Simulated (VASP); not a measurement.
Wanted: the native input for a VASP 6.6.1 run.

```yaml
Task: single point
Functional: PBEsol
Potentials_or_basis: VASP PAW PBE potentials, release 64 (Ge_d, Si)
Cutoff: 520 eV
k_mesh: 12 × 12 × 6
Occupations: gaussian, width 0.02 eV
Spin: no spin polarisation
Dipole_correction: no
Further_INCAR_settings: ALGO = Fast; EDIFF = 1e-07; NBANDS = 21
```

The structure of Si3Ge lies in POSCAR:

```
Si3Ge
1.0
    3.8621372389      0.0000000000      0.0000000000
   -1.9310686195      3.3447089618      0.0000000000
    0.0000000000      0.0000000000      6.3818399926
Ge Si
1 3
Direct
    0.3333333333      0.6666666667      0.0003380030
    0.6666666667      0.3333333333      0.4996050280
    0.3333333333      0.6666666667      0.3780722154
    0.6666666667      0.3333333333      0.8699847536
```

The cell comes from a database or a generator and needn't be the stable form of this composition.

The input as run:

INCAR

```
PREC     = Accurate       # precision mode
ENCUT    = 520            # plane-wave cutoff, eV
EDIFF    = 1E-7           # SCF threshold, eV
ISMEAR   = 0              # smearing method
SIGMA    = 0.02           # smearing width, eV
LREAL    = F              # projectors in reciprocal space
LASPH    = T              # aspherical terms in the spheres
NELM     = 100            # most SCF steps
ALGO     = Fast           # electronic algorithm
ISIF     = 2              # what is computed and relaxed
LWAVE    = F              # write WAVECAR
LCHARG   = T              # write CHGCAR
GGA      = PS             # functional
LELF     = T              # ELF
LVHAR    = T            
NBANDS   = 21             # bands
```

KPOINTS

```
regular mesh
0
Gamma
  12 12 6
```

Potentials or basis: VASP PAW PBE potentials, release 64 (Ge_d, Si).

Launch:

```sh
$ cat potpaw_PBE.64/Ge_d/POTCAR potpaw_PBE.64/Si/POTCAR > POTCAR
$ mpirun -np 1 vasp_std > vasp.out
```

It gave:

```yaml
Pressure: 0.0 GPa
Largest_force: 0.009 eV/Å
Band_gap_on_the_k_mesh: 0.28 eV, indirect (least direct gap 0.63 eV)
```

Caveat: the PAW data sets were made with another functional, which shifts forces and pressure a little.

Wall time 98 s on 1 thread of Intel(R) Xeon(R) 6975P-C (Granite Rapids), on a shared host, peak memory 0.3 GiB.
